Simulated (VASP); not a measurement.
# SiRh₂ (relaxed from the Co2Si structure, space group Pnma): computed properties

Computed with PBEsol GGA, VASP's PBE PAW potentials (set 64) (plane waves; VASP).

```yaml
space_group: Pnma (62)
cell: a = 5.3313 Å, b = 3.9201 Å, c = 7.4087 Å, α = β = γ = 90.00°
volume_per_atom: 12.90 Å^3/atom
band gap (over mesh and band path): none (metal, semimetal or under 0.01 eV)
density: 10.03 g/cm³
```

Space group Pnma (No. 62); a = 5.331 Å, b = 3.920 Å, c = 7.409 Å, α = β = γ = 90.00°

```json
[
 {"atom": "Rh", "site": "4c", "symmetry": ".m.", "x": "0.0267", "y": "0.2500", "z": "0.7021"},
 {"atom": "Rh", "site": "4c", "symmetry": ".m.", "x": "0.1634", "y": "0.2500", "z": "0.0697"},
 {"atom": "Si", "site": "4c", "symmetry": ".m.", "x": "0.2155", "y": "0.2500", "z": "0.3957"}
]
```

The structure was generated: SiRh2 was put into the Co2Si type (Pnma), which need not be its known phase. It was relaxed first. Symmetry was kept, so distortions that lower it aren't found.
